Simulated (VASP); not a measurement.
All values below come from PBEsol GGA, VASP's PBE PAW potentials (set 64) (plane waves; VASP).

The input files of a VASP run:

**POSCAR**
```
HfTe
3.4897230
  0.9999999155   0.0000000000   0.0000000000
  0.0000000000   0.9999999155   0.0000000000
  0.0000000000   0.0000000000   0.9999999155
Hf Te
1 1
Direct
  0.0000000000   0.0000000000   0.0000000000
  0.5000000000   0.5000000000   0.5000000000
```

INCAR:
```
! general
SYSTEM  = HfTe
PREC    = Accurate
ENCUT   = 400
LREAL   = .FALSE.
LASPH   = .TRUE.

! electronic loop
EDIFF   = 1E-7
NELM    = 100
ALGO    = Normal
LMAXMIX = 6

! smearing
ISMEAR  = -5

! functional
GGA     = PS

! ions
ISIF    = 2

! output
LWAVE   = .FALSE.
LCHARG  = .TRUE.
LORBIT  = 11
NEDOS   = 601
```

**KPOINTS**
```
Automatic mesh
0
Gamma
12 12 12
0 0 0
```

POTCAR, in this order: Hf_pv Te (PBE.64 set). Program: vasp_std.

Output of the run:

**OSZICAR**
```
       N       E                     dE             d eps       ncg     rms          rms(c)
DAV:   1     0.336362505416E+02    0.33636E+02   -0.69647E+03  2040   0.971E+02
DAV:   2    -0.138204674793E+02   -0.47457E+02   -0.44694E+02  2508   0.188E+02
DAV:   3    -0.157065534280E+02   -0.18861E+01   -0.18479E+01  2620   0.300E+01
DAV:   4    -0.157334979777E+02   -0.26945E-01   -0.26940E-01  2404   0.410E+00
DAV:   5    -0.157339905160E+02   -0.49254E-03   -0.49363E-03  2680   0.514E-01    0.361E+01
DAV:   6    -0.153595745772E+02    0.37442E+00   -0.69002E-01  2336   0.542E+00    0.236E+01
DAV:   7    -0.153133940742E+02    0.46181E-01   -0.37024E-01  2420   0.431E+00    0.164E+00
DAV:   8    -0.152978055879E+02    0.15588E-01   -0.68189E-02  2268   0.178E+00    0.334E-01
DAV:   9    -0.152978174245E+02   -0.11837E-04   -0.26096E-03  2496   0.427E-01    0.130E-01
DAV:  10    -0.152978196876E+02   -0.22631E-05   -0.81199E-05  2456   0.682E-02    0.540E-02
DAV:  11    -0.152978187584E+02    0.92915E-06   -0.28001E-05  2508   0.371E-02    0.313E-02
DAV:  12    -0.152978178625E+02    0.89590E-06   -0.75519E-06  2424   0.192E-02    0.350E-03
DAV:  13    -0.152978177934E+02    0.69164E-07   -0.29996E-07  2580   0.467E-03
   1 F= -.15297818E+02 E0= -.15297818E+02  d E =0.000000E+00
```

OUTCAR:
```
------------------------ aborting loop because EDIFF is reached ----------------------------------------
  FORCE on cell =-STRESS in cart. coord.  units (eV):
  Direction    XX          YY          ZZ          XY          YZ          ZX
  --------------------------------------------------------------------------------------
  Total        0.0331252      0.0331252      0.0331252     -0.0000000     -0.0000000      0.0000000
  in kB        1.2488103      1.2488103      1.2488103     -0.0000000     -0.0000000      0.0000000
  external PRESSURE =       1.2488103 kB  Pullay stress =       0.0000000 kB
  volume of cell :       42.50
      direct lattice vectors                 reciprocal lattice vectors
     3.489722705  0.000000000  0.000000000     0.286555719  0.000000000  0.000000000
     0.000000000  3.489722705  0.000000000     0.000000000  0.286555719  0.000000000
     0.000000000  0.000000000  3.489722705     0.000000000  0.000000000  0.286555719
 POSITION                                       TOTAL-FORCE (eV/Angst)
 -----------------------------------------------------------------------------------
      0.00000      0.00000      0.00000         0.000000      0.000000      0.000000
      1.74486      1.74486      1.74486         0.000000      0.000000      0.000000
 -----------------------------------------------------------------------------------
    total drift:                               -0.000000      0.000000      0.000000
  FREE ENERGIE OF THE ION-ELECTRON SYSTEM (eV)
  ---------------------------------------------------
  free  energy   TOTEN  =       -15.2978177934 eV

  energy  without entropy=      -15.2978177934  energy(sigma->0) =      -15.29781779

 total charge

# of ion       s       p       d       tot
------------------------------------------
    1        0.296   6.303   1.650   8.250
    2        1.347   2.053   0.093   3.492
--------------------------------------------------
tot          1.643   8.356   1.743  11.742
```
(Selected blocks of OUTCAR.)

For a metal the tetrahedron method with Blöchl corrections gives inexact stress and forces.

The structure was generated: HfTe was put into the CsCl type type (Pm-3m), which need not be its known phase. It was relaxed first, which changed the volume by -37 %.
